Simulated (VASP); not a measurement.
## Cs3Pt: single point with PBE

Cs3Pt:

```
Pt Cs
1.0
     5.77765    0.00000    0.00000
     0.00000    5.77765    0.00000
     0.00000    0.00000    5.77765
Pt Cs
1 3
Cartesian
  2.8888 2.8888 2.8888
  2.8888 0.0000 0.0000
  0.0000 2.8888 0.0000
  0.0000 0.0000 2.8888
```

The cell comes from a database or a generator and needn't be the stable form of this composition.

```yaml
Program: VASP 6.6.1
Task: single point
Functional: PBE
Potentials_or_basis: VASP PAW PBE potentials, release 64 (Pt, Cs_sv)
Cutoff: 520 eV
k_mesh: 5 × 5 × 5
Occupations: fermi-dirac, width 0.05 eV
Spin: no spin polarisation
Further_INCAR_settings: ALGO = Normal; EDIFF = 1e-07; NBANDS = 26
```

```yaml
Pressure: -0.2 GPa
Band_gap_on_the_k_mesh: none (metal or under the smearing width)
```

Levels at points of the mesh, in eV from the Fermi level:
```tsv
k point	band 16	band 17	band 18	band 19	band 20	band 21	band 22	band 23
(0.00, 0.00, 0.00)	-1.34	-1.34	-1.34	-1.07	1.53	1.53	1.53	1.75
```

Run time: 46 s on 1 thread of Intel(R) Xeon(R) Platinum 8559C (Emerald Rapids), on a shared host, peak memory 0.32 GiB.

The run has no spin-orbit coupling, so splittings on Cs, Pt are missing.
